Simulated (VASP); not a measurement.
An input for Ansatz (written as the equivalent of a VASP run, and not itself run):

Ansatz 0.2 input:
```yaml
crystal:
  lattice:
    - [0.0000000, 1.9598027, 1.9598027]
    - [1.9598027, 0.0000000, 1.9598027]
    - [1.9598027, 1.9598027, 0.0000000]
  atoms:
    - { symbol: Al, position: [0.0000000, 0.0000000, 0.0000000] }
kpoints:
  mp_grid: { grid: [14, 14, 14] }
hamiltonian:
  xc: r2scan
  pseudopotentials: { kind: paw }
scf:
  occupations: { method: methfessel_paxton, width: 0.1 }
  max_iter: 100
relax:
  max_steps: 40
  f_tol: 0.01
  cell: { p_target: 5 }
output: { forces: true, stress: true, eigenvalues: true }
```

Q: Write the VASP files for the same calculation (r2SCAN).

A: This is not unique; one that fits is 
KPOINTS:
```
Automatic mesh
0
Gamma
14 14 14
0 0 0
```

**POSCAR**
```
Al
1
   -0.0000000000     1.9598027220     1.9598027220
    1.9598027220    -0.0000000000     1.9598027220
    1.9598027220     1.9598027220    -0.0000000000
Al
1
Direct
  0.0000000000   0.0000000000   0.0000000000
```

### INCAR
```
! general
SYSTEM   =  Al
PREC     =  Accurate
ENCUT    =  480
LREAL    =  .False.
LASPH    =  .True.

! electronic loop
EDIFF    =  1E-7
NELM     =  100
ALGO     =  Normal
LMIXTAU  =  .True.

! smearing
ISMEAR   =  1
SIGMA    =  0.1

! functional
METAGGA  =  R2SCAN

! ions
IBRION   =  2
NSW      =  40
ISIF     =  3
EDIFFG   =  -0.01
PSTRESS  =  50

! output
LWAVE    =  .False.
LCHARG   =  .False.
```

POTCAR, in this order: Al (PBE.64 set). Program: vasp_std.

The two are equivalent in intent, not identical: each code has its own PAW files, so the cut-off isn't converted (ENCUT is set for VASP's; basis.ecutwfc is left out, and Ansatz then takes the one that its files recommend); Ansatz stops its SCF on the density residual and VASP on the energy change (EDIFF).

The compound is Al in the fcc structure. It was relaxed first under an external pressure of 5 GPa.
